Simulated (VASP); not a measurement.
**BiPd (Sobolevskite) under strain**

Aim: follow the pressure of BiPd (Sobolevskite) through compression, expansion and shear. All runs use LDA. Left out of this account: 1 further run (fields: a reference on another mesh). The start is a cell from a database of measured crystal structures.

Calculated with VASP 6.6.1; LDA; plane waves and PAW (Bi_d, Pd).

## (1) Starting point

Symmetry: P6_3/mmc, No. 194, hexagonal system. The conventional cell has a = 4.230 Å, b = 4.230 Å, c = 5.690 Å, α = 90.00°, β = 90.00°, γ = 120.00°. Nearest to Bi lie 6 Pd at 2.83 Å. Nearest to Pd lie 6 Bi at 2.83 Å and 2 Pd at 2.85 Å. Farther neighbours are not listed.

As a file:

```xyz
4
Lattice="4.2300 0.0000 0.0000 -2.1150 3.6633 0.0000 0.0000 0.0000 5.6900" Properties=species:S:1:pos:R:3 pbc="T T T"
Bi    0.0000    2.4422    1.4225
Bi    2.1150    1.2211    4.2675
Pd    0.0000    0.0000    0.0000
Pd    0.0000    0.0000    2.8450
```

## (2) Bands, cell as listed

The mesh alone shows little of the dispersion and can miss band extrema, so KPOINTS_OPT adds a path through the symmetry points after the self-consistent cycle. LDA, the lowest rung, knows the local density alone.

File INCAR:

```
SYSTEM = BiPd
PREC = Accurate
ENCUT = 400
EDIFF = 1E-06
NELM = 100
ISMEAR = -1
SIGMA = 0.05
LREAL = .FALSE.
ALGO = Normal
GGA = CA
NBANDS = 39
LASPH = .TRUE.
LORBIT = 11
LWAVE = .FALSE.
LCHARG = .FALSE.
KPAR = 4
```

File POSCAR:

```
BiPd
1.0
    4.2300000000      0.0000000000      0.0000000000
   -2.1150000000      3.6632874580      0.0000000000
    0.0000000000      0.0000000000      5.6900000000
Bi Pd
2 2
Direct
    0.3333333333      0.6666666667      0.2500000000
    0.6666666667      0.3333333333      0.7500000000
    0.0000000000      0.0000000000      0.0000000000
    0.0000000000      0.0000000000      0.5000000000
```

File KPOINTS:

```
Automatic mesh
0
Gamma
8 8 6
0 0 0
```

File KPOINTS_OPT:

```
Line mode
16
Line-mode
Reciprocal
  0.00000000   0.00000000   0.00000000 GAMMA
  0.50000000   0.00000000   0.00000000 M

  0.50000000   0.00000000   0.00000000 M
  0.33333333   0.33333333   0.00000000 K

  0.33333333   0.33333333   0.00000000 K
  0.00000000   0.00000000   0.00000000 GAMMA

  0.00000000   0.00000000   0.00000000 GAMMA
  0.00000000   0.00000000   0.50000000 A

  0.00000000   0.00000000   0.50000000 A
  0.50000000   0.00000000   0.50000000 L

  0.50000000   0.00000000   0.50000000 L
  0.33333333   0.33333333   0.50000000 H

  0.33333333   0.33333333   0.50000000 H
  0.00000000   0.00000000   0.50000000 A

  0.50000000   0.00000000   0.50000000 L
  0.50000000   0.00000000   0.00000000 M

  0.33333333   0.33333333   0.00000000 K
  0.33333333   0.33333333   0.50000000 H
```

PAW data sets: Bi_d and Pd (LDA family, release 64).

Run with:

```console
mpirun -np 4 vasp_std
```

What it wrote:

```text
[banner, memory and clock lines left out]
running    4 mpi-ranks, on    1 nodes
 distrk:  each k-point on    1 cores,    4 groups
 distr:  one band on    1 cores,    1 groups

 POSCAR found type information on POSCAR BiPd
 POSCAR found :  2 types and       4 ions
 LDA part: xc-table for (Slater(with rela. corr.)+CA(PZ))
 , standard interpolation
 POSCAR, INCAR and KPOINTS ok, starting setup
 FFT: planning ... GRIDC
 FFT: planning ... GRID_SOFT
 FFT: planning ... GRID
 WAVECAR not read
 entering main loop
       N       E                     dE             d eps       ncg     rms          rms(c)
DAV:   1     0.493932356388E+03    0.49393E+03   -0.20632E+04  3172   0.130E+03
DAV:   2     0.263402574429E+02   -0.46759E+03   -0.44194E+03  3141   0.402E+02
DAV:   3    -0.219599870241E+02   -0.48300E+02   -0.47319E+02  3500   0.134E+02
DAV:   4    -0.236855357136E+02   -0.17255E+01   -0.17225E+01  3687   0.263E+01
DAV:   5    -0.237726635403E+02   -0.87128E-01   -0.87117E-01  4609   0.566E+00    0.717E+00
DAV:   6    -0.235215856540E+02    0.25108E+00   -0.34597E-01  3758   0.455E+00    0.376E+00
DAV:   7    -0.234522383975E+02    0.69347E-01   -0.96146E-02  3981   0.284E+00    0.165E+00
DAV:   8    -0.234349231608E+02    0.17315E-01   -0.64493E-02  3714   0.161E+00    0.336E-01
DAV:   9    -0.234337295442E+02    0.11936E-02   -0.61047E-03  4064   0.692E-01    0.543E-02
DAV:  10    -0.234336965842E+02    0.32960E-04   -0.27546E-04  4311   0.166E-01    0.336E-02
DAV:  11    -0.234336965630E+02    0.21151E-07   -0.24592E-05  4015   0.285E-02    0.672E-03
DAV:  12    -0.234336966228E+02   -0.59813E-07   -0.18464E-06  2899   0.111E-02
   1 F= -.23433697E+02 E0= -.23425585E+02  d E =-.162234E-01
 Start KPOINTS_OPT (optional k-point list driver)
k-point batch [1-40\144]
       N       E                     dE             ncg
DAV:   1     0.150370891621E+05   -0.25588E+05     3156
DAV:   2    -0.353766705640E+04   -0.18575E+05     3141
DAV:   3    -0.544337504080E+04   -0.19057E+04     3507
DAV:   4    -0.551046923121E+04   -0.67094E+02     3694
DAV:   5    -0.551389073989E+04   -0.34215E+01     4631
DAV:   6    -0.551393100053E+04   -0.40261E-01     4021
DAV:   7    -0.551393256415E+04   -0.15636E-02     4656
DAV:   8    -0.551393257844E+04   -0.14291E-04     3414
DAV:   9    -0.551393257904E+04   -0.59790E-06     2260
[...]
k-point batch [121-144\144]
       N       E                     dE             ncg
DAV:   1     0.248095158538E+05   -0.24258E+05     1916
DAV:   2     0.136031669570E+05   -0.11206E+05     1901
DAV:   3     0.124477815646E+05   -0.11554E+04     2131
DAV:   4     0.124065733498E+05   -0.41208E+02     2168
DAV:   5     0.124044203696E+05   -0.21530E+01     2841
DAV:   6     0.124043935110E+05   -0.26859E-01     2351
DAV:   7     0.124043927007E+05   -0.81031E-03     2841
DAV:   8     0.124043926909E+05   -0.98082E-05     1999
DAV:   9     0.124043926905E+05   -0.34177E-06     1391
```

Wall time 1.9 min (4 MPI ranks of AMD EPYC 7R43, shared host); peak memory 0.9 GiB; 7.3 min of CPU time.

Lines that name or quote the potential files are left out of all logs, and their timing lines are given in words.

From OUTCAR (step 2):

```text
ion  position               nearest neighbor table
   1  0.333  0.667  0.250-   3 2.83   4 2.83   3 2.83   4 2.83   3 2.83   4 2.83   2 3.75   2 3.75
                             2 3.75   2 3.75   2 3.75   2 3.75
   2  0.667  0.333  0.750-   3 2.83   4 2.83   3 2.83   4 2.83   3 2.83   4 2.83   1 3.75   1 3.75
                             1 3.75   1 3.75   1 3.75   1 3.75
   3  0.000  0.000  0.000-   1 2.83   2 2.83   1 2.83   2 2.83   2 2.83   1 2.83   4 2.85   4 2.85

  LATTYP: Found a hexagonal cell.
 ALAT       =     4.2300000000
 C/A-ratio  =     1.3451536643

 Subroutine GETGRP returns: Found 24 space group operations
 (whereof 12 operations were pure point group operations)

The static configuration has the point symmetry D_3d.
 The point group associated with its full space group is D_6h.

 Found     40 irreducible k-points:

   k-points           NKPTS =     40   k-points in BZ     NKDIM =     40   number of bands    NBANDS=     39

   dimension x,y,z NGX =    28 NGY =   28 NGZ =   40
   dimension x,y,z NGXF=    56 NGYF=   56 NGZF=   80

   ENCUT  =  400.0 eV  29.40 Ry    5.42 a.u.   6.90  6.90  9.28*2*pi/ulx,y,z

   NELECT =      50.0000    total number of electrons

 k-points in reciprocal lattice and weights: Automatic mesh
   0.00000000  0.00000000  0.00000000       0.003
   0.12500000  0.00000000  0.00000000       0.016
   0.25000000  0.00000000  0.00000000       0.016
   0.37500000  0.00000000  0.00000000       0.016
   0.50000000  0.00000000  0.00000000       0.008
   0.12500000  0.12500000  0.00000000       0.016
   0.25000000  0.12500000  0.00000000       0.031
   0.37500000  0.12500000  0.00000000       0.031
   0.25000000  0.25000000  0.00000000       0.016
[...]
0.25000000  0.25000000  0.50000000       0.016
   0.37500000  0.25000000  0.50000000       0.016

 average (electrostatic) potential at core
       1-102.1113       2-102.1113       3 -72.0500       4 -72.0500

 E-fermi :   8.7676

 k-point     1 :       0.0000    0.0000    0.0000
  band No.  band energies     occupation
    ...
     18       5.3811      2.00000
     19       5.9121      2.00000
     20       5.9121      2.00000
     21       6.7501      2.00000
     22       6.7501      2.00000
     23       8.8460      0.34506
     24       9.6943      0.00000
     25       9.6943      0.00000
     26      11.7932      0.00000
     27      11.8545      0.00000
    ...

 k-point     2 :       0.1250    0.0000    0.0000
  band No.  band energies     occupation
    ...
     20       5.9464      2.00000
     21       6.7304      2.00000
     22       6.7539      2.00000
     23       8.3682      1.99932
     24       8.7649      1.02691
     25       9.2413      0.00015
     26      10.6176      0.00000
     27      11.8614      0.00000
     28      12.1477      0.00000
     29      13.0196      0.00000
    ...

 k-point     3 :       0.2500    0.0000    0.0000
  band No.  band energies     occupation
    ...
     21       6.6926      2.00000
     22       6.7646      2.00000
     23       6.9479      2.00000
     24       8.2919      1.99985
     25       8.4659      1.99522
     26       9.3565      0.00002
     27      11.4865      0.00000
     28      12.4976      0.00000
     29      13.1949      0.00000
     30      14.6322      0.00000
    ...

  Total       -1.1714395     -1.1714395     -2.0713730      0.0000000     -0.0000000      0.0000000
  in kB      -21.2866247    -21.2866247    -37.6396229      0.0000000     -0.0000000      0.0000000
  external PRESSURE =     -26.7376241 kB  Pullay stress =       0.0000000 kB

  energy-cutoff  :      400.00
  volume of cell :       88.17
      direct lattice vectors                 reciprocal lattice vectors
     4.230000000  0.000000000  0.000000000     0.236406619  0.136489425  0.000000000
    -2.115000000  3.663287458  0.000000000     0.000000000  0.272978851  0.000000000
     0.000000000  0.000000000  5.690000000     0.000000000  0.000000000  0.175746924

 POSITION                                       TOTAL-FORCE (eV/Angst)
 -----------------------------------------------------------------------------------
     -0.00000      2.44219      1.42250        -0.000000     -0.000000      0.000000
      2.11500      1.22110      4.26750         0.000000      0.000000     -0.000000
      0.00000      0.00000      0.00000         0.000000      0.000000      0.000000
      0.00000      0.00000      2.84500         0.000000      0.000000      0.000000
 -----------------------------------------------------------------------------------
    total drift:                               -0.000000      0.000000      0.000000

  FREE ENERGIE OF THE ION-ELECTRON SYSTEM (eV)
  ---------------------------------------------------
  free  energy   TOTEN  =       -23.4336966228 eV

  energy  without entropy=      -23.4174731811  energy(sigma->0) =      -23.42558490

 total charge
# of ion       s       p       d       tot
------------------------------------------
    1        1.497   1.373   9.952  12.823
    2        1.497   1.373   9.952  12.823
    3        0.477   0.436   8.626   9.539
    4        0.477   0.436   8.626   9.539
--------------------------------------------------
tot          3.949   3.618  37.157  44.724

[... 3 further parts left out ...]
```

Spin-orbit coupling is off here; with elements this heavy it splits and shifts levels by tenths of an eV or more. At this level the cell is under a tension of 2.7 GPa, so at these settings it is away from equilibrium.

This step gave:

| Quantity | Value |
| --- | --- |
| SCF cycles | 12 |
| electrons | 50 |
| bands | 39 |
| irreducible k-points | 40 |
| symmetry operations | 24 |
| free energy (TOTEN) | -23.43 eV |
| energy at zero smearing | -23.43 eV |
| Fermi energy | 8.768 eV |
| pressure | -2.674 GPa |
| metallic | yes |

The electronic bands at the labelled points (eV, zero at the Fermi level; # counts the bands kept, so #1 is VASP's band 13):

| point | #10 | #11 | #12 | #13 | #14 | #15 | #16 | #17 |
| --- | --- | --- | --- | --- | --- | --- | --- | --- |
| Γ | -2.02 | 0.08 | 0.93 | 0.93 | 3.03 | 3.09 | 3.22 | 3.22 |
| 0.47 of the way | -2.00 | -1.68 | -0.34 | -0.24 | 0.76 | 2.81 | 3.68 | 4.44 |
| M | -2.12 | -1.99 | -1.98 | -1.98 | -1.25 | 1.74 | 4.18 | 4.54 |
| 0.47 of the way | -2.10 | -2.01 | -1.96 | -1.53 | -0.39 | 1.30 | 2.08 | 4.24 |
| K | -2.05 | -1.91 | -1.37 | -0.17 | -0.17 | 0.33 | 0.33 | 3.63 |
| 0.47 of the way | -2.08 | -2.01 | -1.20 | -0.43 | 1.57 | 1.69 | 2.35 | 4.84 |
| Γ | -2.02 | 0.08 | 0.93 | 0.93 | 3.03 | 3.09 | 3.22 | 3.22 |
| 0.53 of the way | -2.38 | -0.62 | 0.87 | 1.56 | 1.56 | 3.02 | 3.02 | 3.87 |
| A | -2.85 | -0.81 | -0.81 | 2.44 | 2.44 | 2.44 | 2.44 | 5.28 |
| 0.47 of the way | -2.80 | -0.85 | -0.85 | 1.04 | 1.04 | 1.55 | 1.55 | 4.86 |
| L | -2.67 | -2.38 | -2.38 | 0.74 | 0.74 | 1.58 | 1.58 | 4.76 |
| 0.53 of the way | -2.63 | -2.27 | -2.27 | -0.88 | -0.88 | 3.38 | 3.38 | 5.38 |
| H | -2.79 | -2.09 | -2.09 | -1.52 | -1.52 | 4.08 | 4.08 | 6.29 |
| 0.53 of the way | -2.77 | -0.83 | -0.83 | 0.02 | 0.02 | 2.13 | 2.13 | 5.60 |
| A | -2.85 | -0.81 | -0.81 | 2.44 | 2.44 | 2.44 | 2.44 | 5.28 |
| jump to L | -2.67 | -2.38 | -2.38 | 0.74 | 0.74 | 1.58 | 1.58 | 4.76 |
| 0.53 of the way | -2.47 | -2.15 | -2.12 | -0.89 | -0.23 | 2.50 | 2.75 | 3.48 |
| M | -2.12 | -1.99 | -1.98 | -1.98 | -1.25 | 1.74 | 4.18 | 4.54 |
| jump to K | -2.05 | -1.91 | -1.37 | -0.17 | -0.17 | 0.33 | 0.33 | 3.63 |
| 0.47 of the way | -2.10 | -2.10 | -2.10 | -1.09 | -1.09 | 2.00 | 2.00 | 4.86 |
| H | -2.79 | -2.09 | -2.09 | -1.52 | -1.52 | 4.08 | 4.08 | 6.29 |

Of the projections kept (Bi, Pd), the largest for each band there; the rest of the weight can lie on other orbitals:

| point | #10 | #11 | #12 | #13 | #14 | #15 | #16 | #17 |
| --- | --- | --- | --- | --- | --- | --- | --- | --- |
| Γ | Pd 1.00 | Pd 0.92 | Bi 0.74 | Bi 0.74 | Pd 0.53 | Bi 0.97 | Bi 0.52 | Bi 0.52 |
| M | Pd 0.99 | Bi 0.70 | Pd 1.00 | Pd 0.98 | Pd 0.81 | Pd 0.72 | Bi 0.65 | Pd 0.73 |
| K | Pd 0.99 | Pd 0.98 | Bi 0.57 | Pd 0.59 | Pd 0.59 | Pd 0.61 | Pd 0.61 | Pd 0.88 |
| Γ | Pd 1.00 | Pd 0.92 | Bi 0.74 | Bi 0.74 | Pd 0.53 | Bi 0.97 | Bi 0.52 | Bi 0.52 |
| A | Pd 0.99 | Bi 0.55 | Bi 0.55 | Bi 0.57 | Bi 0.57 | Bi 0.57 | Bi 0.57 | Pd 0.61 |
| L | Pd 1.00 | Pd 0.95 | Pd 0.95 | Pd 0.55 | Pd 0.55 | Pd 0.53 | Pd 0.53 | Bi 0.56 |

There is no gap at this level.

(Continued in part 2 of 4.)

[Lines on the potential files, build, host, timing and source positions are cut from VASP's logs without a mark.]

[Logs are printed without paths, hosts, clocks, repeated set-up lines and the standing remarks that a program may print on its own settings, such as how far it seeks lower states.]

[Hosts, paths, dates, database ids (printed as entryN), source tags and the programs' standing remarks are cut or masked in the printed files.]

[A measured line is paired with the nearest computed mode of its activity, which favours agreement.]
